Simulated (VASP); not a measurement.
# ZnCd3Se3S (R3m) in VASP: notebook

One crystal, ZnCd3Se3S, is run at these levels: PBE; tasks: band structure, Born charges and dielectric tensor.

All numbers are computed with VASP 6.6.1; they aren't measurements. Logs are shortened: lines on timing, memory, paths and dates and some standing lists are left out, and cuts for length are marked.

### Step 1. The structure

Symmetry: R3m, No. 160, trigonal system. The conventional cell has a = 8.525 Å, b = 8.525 Å, c = 10.390 Å, α = 90.00°, β = 90.00°, γ = 120.00°. Zn (site symmetry 3m) has 1 S at 2.39 Å and 3 Se at 2.51 Å as nearest neighbours. Cd (site symmetry m) is surrounded by 1 S at 2.59 Å and 3 Se at 2.67 to 2.68 Å. Se (site symmetry m) has 1 Zn at 2.51 Å and 3 Cd at 2.67 to 2.68 Å as nearest neighbours. Around S (site symmetry 3m) lie 1 Zn at 2.39 Å and 3 Cd at 2.59 Å.

The cell was built by a generator and needn't be a form met in nature.

### Step 2. Band structure, PBE

The input, POSCAR:

```
ZnCd3Se3S
1.0
    4.2626510000      2.4610430000      3.4633300000
   -4.2626510000      2.4610430000      3.4633300000
    0.0000000000     -4.9220850000      3.4633300000
Zn Cd Se S
1 3 3 1
Direct
    0.9918050000      0.9918050000      0.9918050000
    0.5064320000      0.9962020000      0.5064320000
    0.9962020000      0.5064320000      0.5064320000
    0.5064320000      0.5064320000      0.9962020000
    0.2372310000      0.7625000000      0.2372310000
    0.7625000000      0.2372310000      0.2372310000
    0.2372310000      0.2372310000      0.7625000000
    0.7616920000      0.7616920000      0.7616920000
```

The input, INCAR.step1:

```
ALGO     = Normal         # electronic algorithm
EDIFF    = 1E-6           # SCF threshold, eV
ENCUT    = 520            # plane-wave cutoff, eV
GGA      = PE             # functional
ISIF     = 2              # what is computed and relaxed
ISMEAR   = 0              # smearing method
KPAR     = 4            
LASPH    = T              # aspherical terms in the spheres
LCHARG   = T              # write CHGCAR
LREAL    = F              # projectors in reciprocal space
LWAVE    = F              # write WAVECAR
NBANDS   = 46             # bands
NELM     = 100            # most SCF steps
PREC     = Accurate       # precision mode
SIGMA    = 0.03           # smearing width, eV
```

The input, KPOINTS.step1:

```
k-points
0
Gamma
  4 4 4
```

The input, INCAR.step2:

```
ALGO     = Normal         # electronic algorithm
EDIFF    = 1E-6           # SCF threshold, eV
ENCUT    = 520            # plane-wave cutoff, eV
GGA      = PE             # functional
ICHARG   = 11             # starting density
ISIF     = 2              # what is computed and relaxed
ISMEAR   = 0              # smearing method
KPAR     = 4            
LASPH    = T              # aspherical terms in the spheres
LCHARG   = F              # write CHGCAR
LREAL    = F              # projectors in reciprocal space
LWAVE    = F              # write WAVECAR
NBANDS   = 46             # bands
NELM     = 100            # most SCF steps
PREC     = Accurate       # precision mode
SIGMA    = 0.05           # smearing width, eV
```

The input, KPOINTS.step2:

```
path GPZQGFP1Q1LZ
10
line-mode
reciprocal
 0.0000000000  0.0000000000  0.0000000000  G
 0.4983653428 -0.5016346572  0.4983653428  P

 0.4983653428 -0.5016346572  0.4983653428  P
 0.5000000000 -0.5000000000  0.5000000000  Z

 0.5000000000 -0.5000000000  0.5000000000  Z
 0.4967306857  0.4967306857  0.4967306857  Q

 0.4967306857  0.4967306857  0.4967306857  Q
 0.0000000000  0.0000000000  0.0000000000  G

 0.0000000000  0.0000000000  0.0000000000  G
 0.5000000000 -0.5000000000  0.0000000000  F

 0.5000000000 -0.5000000000  0.0000000000  F
 0.5016346572 -0.4983653428 -0.4983653428  P1

 0.5016346572 -0.4983653428 -0.4983653428  P1
 0.5032693143 -0.4967306857 -0.4967306857  Q1

 0.5032693143 -0.4967306857 -0.4967306857  Q1
 0.5000000000  0.0000000000  0.0000000000  L

 0.5000000000  0.0000000000  0.0000000000  L
 0.5000000000 -0.5000000000  0.5000000000  Z
```

Potentials or basis: VASP PAW PBE potentials, release 64 (Zn, Cd, Se, S).

Run with:

```
cat potpaw_PBE.64/Zn/POTCAR potpaw_PBE.64/Cd/POTCAR potpaw_PBE.64/Se/POTCAR potpaw_PBE.64/S/POTCAR > POTCAR
cp INCAR.step1 INCAR
cp KPOINTS.step1 KPOINTS
mpirun -np 4 vasp_std > vasp.out
cp INCAR.step2 INCAR
cp KPOINTS.step2 KPOINTS
mpirun -np 4 vasp_std > vasp.out
```

OUTCAR:

```text
EDIFF = 1E-6
   ENCUT = 520
   GGA = PE
   ICHARG = 11
   ISIF = 2
   ISMEAR = 0
   LASPH = T
   LREAL = F
   NELM = 100
   PREC = Accurate

 ion  position               nearest neighbor table
   1  0.992  0.992  0.992-   8 2.39   6 2.51   5 2.51   7 2.51
   2  0.506  0.996  0.506-   8 2.59   7 2.67   6 2.67   5 2.68
   3  0.996  0.506  0.506-   8 2.59   7 2.67   5 2.67   6 2.68
   4  0.506  0.506  0.996-   8 2.59   6 2.67   5 2.67   7 2.68
   5  0.237  0.763  0.237-   1 2.51   4 2.67   3 2.67   2 2.68
   6  0.763  0.237  0.237-   1 2.51   4 2.67   2 2.67   3 2.68
   7  0.237  0.237  0.763-   1 2.51   2 2.67   3 2.67   4 2.68
   8  0.762  0.762  0.762-   1 2.39   2 2.59   3 2.59   4 2.59

  LATTYP: Found a trigonal (rhomboedric) cell.
 ALAT       =     6.0184367476
 COS(alpha) =    -0.0032799841

  Lattice vectors:

 A1 = (   4.2626510000,   2.4610430000,   3.4633300000)
 A2 = (  -4.2626510000,   2.4610430000,   3.4633300000)
 A3 = (   0.0000000000,  -4.9220850000,   3.4633300000)

Analysis of symmetry for initial positions (statically):
=====================================================================
 Subroutine PRICEL returns:
 Original cell was already a primitive cell.

 Routine SETGRP: Setting up the symmetry group for a
 trigonal (rhombohedral) supercell.

 Subroutine GETGRP returns: Found  6 space group operations
 (whereof  6 operations were pure point group operations)
 out of a pool of 12 trial point group operations.

The static configuration has the point symmetry C_3v.

Analysis of symmetry for dynamics (positions and initial velocities):
=====================================================================
 Subroutine PRICEL returns:
 Original cell was already a primitive cell.

 Routine SETGRP: Setting up the symmetry group for a
 trigonal (rhombohedral) supercell.

 Subroutine GETGRP returns: Found  6 space group operations
 (whereof  6 operations were pure point group operations)
 out of a pool of 12 trial point group operations.

The dynamic configuration has the point symmetry C_3v.

 Subroutine INISYM returns: Found  6 space group operations
 (whereof  6 operations are pure point group operations),
 and found     1 'primitive' translations

----------------------------------------------------------------------------------------

                                     Primitive cell

  volume of cell :     217.9938

  direct lattice vectors                    reciprocal lattice vectors
     4.262651000  2.461043000  3.463330000     0.117297897  0.067721974  0.096246477
    -4.262651000  2.461043000  3.463330000    -0.117297897  0.067721974  0.096246477
     0.000000000 -4.922085000  3.463330000     0.000000000 -0.135443947  0.096246496

  length of vectors
     6.018436748  6.018436748  6.018436295     0.166157897  0.166157897  0.166157910

  position of ions in fractional coordinates (direct lattice)
     0.991805000  0.991805000  0.991805000
     0.506432000  0.996202000  0.506432000
     0.996202000  0.506432000  0.506432000
     0.506432000  0.506432000  0.996202000
     0.237231000  0.762500000  0.237231000
     0.762500000  0.237231000  0.237231000
     0.237231000  0.237231000  0.762500000
     0.761692000  0.761692000  0.761692000

  ion indices of the primitive-cell ions
   primitive index   ion index
                 1           1
                 2           2
                 3           3
                 4           4
                 5           5
                 6           6
                 7           7
                 8           8

----------------------------------------------------------------------------------------

 KPOINTS: path GPZQGFP1Q1LZ

Interpolating k-points between supplied coordinates.

 Line segments in fractional coordinates (reciprocal lattice):
    0.000000  0.000000  0.000000  ...  0.498365 -0.501635  0.498365
    0.498365 -0.501635  0.498365  ...  0.500000 -0.500000  0.500000
    0.500000 -0.500000  0.500000  ...  0.496731  0.496731  0.496731
    0.496731  0.496731  0.496731  ...  0.000000  0.000000  0.000000
    0.000000  0.000000  0.000000  ...  0.500000 -0.500000  0.000000
    0.500000 -0.500000  0.000000  ...  0.501635 -0.498365 -0.498365
    0.501635 -0.498365 -0.498365  ...  0.503269 -0.496731 -0.496731
    0.503269 -0.496731 -0.496731  ...  0.500000  0.000000  0.000000
    0.500000  0.000000  0.000000  ...  0.500000 -0.500000  0.500000

 Generated    10 points on each line segment, for a total of     90 k-points:

 Following reciprocal coordinates:
            Coordinates               Weight
  0.000000  0.000000  0.000000      0.011111
  0.055374 -0.055737  0.055374      0.011111
  0.110748 -0.111474  0.110748      0.011111
  0.166122 -0.167212  0.166122      0.011111
  0.221496 -0.222949  0.221496      0.011111
  0.276870 -0.278686  0.276870      0.011111
[... 16 lines left out ...]
  0.499273 -0.278504  0.499273      0.011111
  0.498910 -0.167756  0.498910      0.011111
 [... further k-points ...]
   k-points           NKPTS =     90   k-points in BZ     NKDIM =     90   number of bands    NBANDS=     46
   number of dos      NEDOS =    301   number of ions     NIONS =      8
   total plane-waves  NPLWV = 110592
   dimension x,y,z NGX =    48 NGY =   48 NGZ =   48
   dimension x,y,z NGXF=    96 NGYF=   96 NGZF=   96
   ions per type =               1   3   3   1
   NGX,Y,Z   is equivalent  to a cutoff of  13.26, 13.26, 13.26 a.u.
   NGXF,Y,Z  is equivalent  to a cutoff of  26.52, 26.52, 26.52 a.u.
 SYSTEM =  unknown system
   PREC   = accura    normal or accurate (medium, high low for compatibility)
   ISTART =      0    job   : 0-new  1-cont  2-samecut
   ICHARG =     11    charge: 1-file 2-atom 10-const
   ISPIN  =      1    spin polarized calculation?
   LNONCOLLINEAR =      F non collinear calculations
   LSORBIT =      F    spin-orbit coupling
   LASPH  =      T    aspherical Exc in radial PAW
   ENCUT  =  520.0 eV  38.22 Ry    6.18 a.u.  11.19 11.19 11.19*2*pi/ulx,y,z
   NELM   =    100;   NELMIN=  2; NELMDL=  0     # of ELM steps
   EDIFF  = 0.1E-05   stopping-criterion for ELM
   LREAL  =      F    real-space projection
   EDIFFG = 0.1E-04   stopping-criterion for IOM
   NSW    =      0    number of steps for IOM
   IBRION =     -1    ionic relax: 0-MD 1-quasi-New 2-CG
   NFREE  =      0    steps in history (QN), initial steepest desc. (CG)
   ISIF   =      2    stress and relaxation
   ISYM   =      2    0-nonsym 1-usesym 2-fastsym
   POTIM  = 0.5000    time-step for ionic-motion
   TEBEG  =    0.0;   TEEND  =   0.0 temperature during run
   PSTRESS=    0.0 pullay stress
   NELECT =      72.0000    total number of electrons
   NUPDOWN=      -1.0000    fix difference up-down
   EMIN   =  10.00;   EMAX   =-10.00  energy-range for DOS
   EFERMI =   0.00;   METHOD = LEGACY
   ISMEAR =     0;   SIGMA  =   0.05  broadening in eV -4-tet -1-fermi 0-gaus
   EFERMI_NEDOS =   21; number of points for ismear=-14 and -15
   IALGO  =     38    algorithm
   IMIX   =      4    mixing-type and parameters
     AMIX     =   0.40;   BMIX     =  1.00
     AMIX_MAG =   1.60;   BMIX_MAG =  1.00
  volume/ion in A,a.u.               =      27.25       183.89
  Fermi-wavevector in a.u.,A,eV,Ry     =   1.131630  2.138470 17.423425  1.280586
  Thomas-Fermi vector in A             =   2.268329
   LORBIT       =      0    0 simple, 1 ext, 2 COOP (PROOUT), +10 PAW based schemes
   GGA     = PE    functional components
   LHFCALC =     F    Hartree Fock is set to
   AEXX    =    0.0000 exact exchange contribution
   IVDW    =     0    specifies the selected vdW correction
   LEPSILON=     F    determine dielectric tensor
   LRPA    =     F    only Hartree local field effects (RPA)
 non-spin polarized calculation
 Gauss-broadening in eV      SIGMA  =   0.05
  energy-cutoff  :      520.00
  volume of cell :      217.99
 maximum number of plane-waves:      5898
 NGX is ok and might be reduce to    48

 number of electron      72.0000001 magnetization

 Free energy of the ion-electron system (eV)
  ---------------------------------------------------
  ext. energy  EPLUGINS =         0.00000000
  ---------------------------------------------------
  free energy    TOTEN  =       -21.05385647 eV

  energy without entropy =      -21.05385647  energy(sigma->0) =      -21.05385647

 E-fermi :   1.0623     XC(G=0):  -8.8316

 val. band max:        0.8186216370   @ k =   0.0000   0.0000   0.0000
 cond. band min:       1.5060521331   @ k =   0.0000   0.0000   0.0000
 fundamental gap:      0.6874304961
 Fermi energy:         1.0622665332

 k-point     1 :       0.0000    0.0000    0.0000
  band No.  band energies     occupation
      1     -11.6248      2.00000
      2     -11.0392      2.00000
      3     -11.0392      2.00000
      4     -11.0260      2.00000
      5      -6.9051      2.00000
      6      -6.9051      2.00000
[... 38 lines left out ...]
     45       6.8648      0.00000
     46       6.9128      0.00000

 k-point     2 :       0.0554   -0.0557    0.0554
  band No.  band energies     occupation
      1     -11.6127      2.00000
      2     -11.0446      2.00000
      3     -11.0431      2.00000
      4     -11.0297      2.00000
      5      -6.9032      2.00000
      6      -6.9032      2.00000
[... 38 lines left out ...]
     45       6.9076      0.00000
     46       6.9515      0.00000

 k-point     3 :       0.1107   -0.1115    0.1107
  band No.  band energies     occupation
      1     -11.5779      2.00000
      2     -11.0602      2.00000
      3     -11.0541      2.00000
      4     -11.0400      2.00000
      5      -6.8979      2.00000
      6      -6.8961      2.00000
[... 38 lines left out ...]
     45       7.0230      0.00000
     46       7.0656      0.00000

 k-point     4 :       0.1661   -0.1672    0.1661
  band No.  band energies     occupation
      1     -11.5243      2.00000
      2     -11.0838      2.00000
      3     -11.0707      2.00000
      4     -11.0554      2.00000
      5      -6.8907      2.00000
      6      -6.8823      2.00000
[... 920 lines left out ...]
     45       7.2617      0.00000
     46       7.4908      0.00000

 k-point    23 :       0.4993   -0.2785    0.4993
  band No.  band energies     occupation
      1     -11.2734      2.00000
      2     -11.1617      2.00000
      3     -11.1549      2.00000
      4     -11.1323      2.00000
      5      -6.8611      2.00000
      6      -6.8570      2.00000
[... 38 lines left out ...]
     45       7.3802      0.00000
     46       7.5069      0.00000

 k-point    24 :       0.4989   -0.1678    0.4989
  band No.  band energies     occupation
      1     -11.2800      2.00000
      2     -11.1644      2.00000
      3     -11.1536      2.00000
      4     -11.1310      2.00000
      5      -6.8587      2.00000
      6      -6.8499      2.00000
[... 38 lines left out ...]
     45       7.4301      0.00000
     46       7.5881      0.00000

 [... further k-points ...]
[... 5 lines left out ...]
  --------------------------------------------------------------------------------------
  -------------------------------------------------------------------------------------
  Total        5.1692685      5.1692684      4.8634206      0.0000000      0.0000005     -0.0000000
  in kB       37.9923040     37.9923029     35.7444292      0.0000000      0.0000034     -0.0000000
  external PRESSURE =      37.2430120 kB  Pullay stress =       0.0000000 kB

 VOLUME and BASIS-vectors are now :
 -----------------------------------------------------------------------------
  energy-cutoff  :      520.00
  volume of cell :      217.99
      direct lattice vectors                 reciprocal lattice vectors
     4.262651000  2.461043000  3.463330000     0.117297897  0.067721974  0.096246477
    -4.262651000  2.461043000  3.463330000    -0.117297897  0.067721974  0.096246477
     0.000000000 -4.922085000  3.463330000     0.000000000 -0.135443947  0.096246496

 POSITION                                       TOTAL-FORCE (eV/Angst)
 -----------------------------------------------------------------------------------
      0.00000      0.00000     10.30484         0.000000     -0.000000     -0.026701
     -2.08772      1.20535      6.95806        -0.003775      0.002180     -0.009320
      2.08772      1.20535      6.95806         0.003775      0.002180     -0.009320
      0.00000     -2.41069      6.95806         0.000000     -0.004359     -0.009320
     -2.23904      1.29271      4.28401        -0.014898      0.008601     -0.005341
      2.23904      1.29271      4.28401         0.014898      0.008601     -0.005341
      0.00000     -2.58542      4.28401         0.000000     -0.017203     -0.005341
      0.00000      0.00000      7.91397         0.000000      0.000000      0.070684
 -----------------------------------------------------------------------------------
    total drift:                               -0.000000     -0.000007      0.002354

  FREE ENERGIE OF THE ION-ELECTRON SYSTEM (eV)
  ---------------------------------------------------
  free  energy   TOTEN  =       -21.0538564711 eV

  energy  without entropy=      -21.0538564711  energy(sigma->0) =      -21.05385647
```

Wall time 1.8 min (4 MPI ranks of Intel Xeon 6975P-C (Granite Rapids), shared host); peak memory 0.89 GiB.

Results:

```yaml
Band_gap_on_the_k_mesh: 0.69 eV, direct
Band_gap_along_the_path: 0.69 eV, direct
```

Levels at the corners of the path, in eV from the valence-band top:
| point | band 34 | band 35 | band 36 | band 37 | band 38 | band 39 |
| --- | --- | --- | --- | --- | --- | --- |
| Γ | -0.04 | -0.04 | 0.00 | 0.69 | 3.18 | 3.18 |
| P | -0.61 | -0.45 | -0.45 | 2.28 | 2.42 | 2.53 |
| P | -0.61 | -0.45 | -0.45 | 2.28 | 2.42 | 2.53 |
| Z | -0.61 | -0.45 | -0.45 | 2.28 | 2.42 | 2.53 |
| Z | -0.61 | -0.45 | -0.45 | 2.28 | 2.42 | 2.53 |
| Q | -0.61 | -0.45 | -0.45 | 2.28 | 2.42 | 2.53 |
| Q | -0.61 | -0.45 | -0.45 | 2.28 | 2.42 | 2.53 |
| Γ | -0.04 | -0.04 | 0.00 | 0.69 | 3.18 | 3.18 |
| Γ | -0.04 | -0.04 | 0.00 | 0.69 | 3.18 | 3.18 |
| F | -0.89 | -0.71 | -0.44 | 3.43 | 3.82 | 3.91 |
| F | -0.89 | -0.71 | -0.44 | 3.43 | 3.82 | 3.91 |
| P1 | -0.61 | -0.45 | -0.45 | 2.28 | 2.42 | 2.53 |
| P1 | -0.61 | -0.45 | -0.45 | 2.28 | 2.42 | 2.53 |
| Q1 | -0.61 | -0.45 | -0.45 | 2.28 | 2.42 | 2.53 |
| Q1 | -0.61 | -0.45 | -0.45 | 2.28 | 2.42 | 2.53 |
| L | -1.07 | -0.90 | -0.74 | 3.20 | 3.36 | 4.26 |
| L | -1.07 | -0.90 | -0.74 | 3.20 | 3.36 | 4.26 |
| Z | -0.61 | -0.45 | -0.45 | 2.28 | 2.42 | 2.53 |

Caveat: the log is that of the step along the path at fixed density, whose energy, stress, charges and moments have no meaning. Expect the measured gap to be larger: semilocal functionals such as PBE lack the derivative discontinuity.

[end of part 1 of 3]
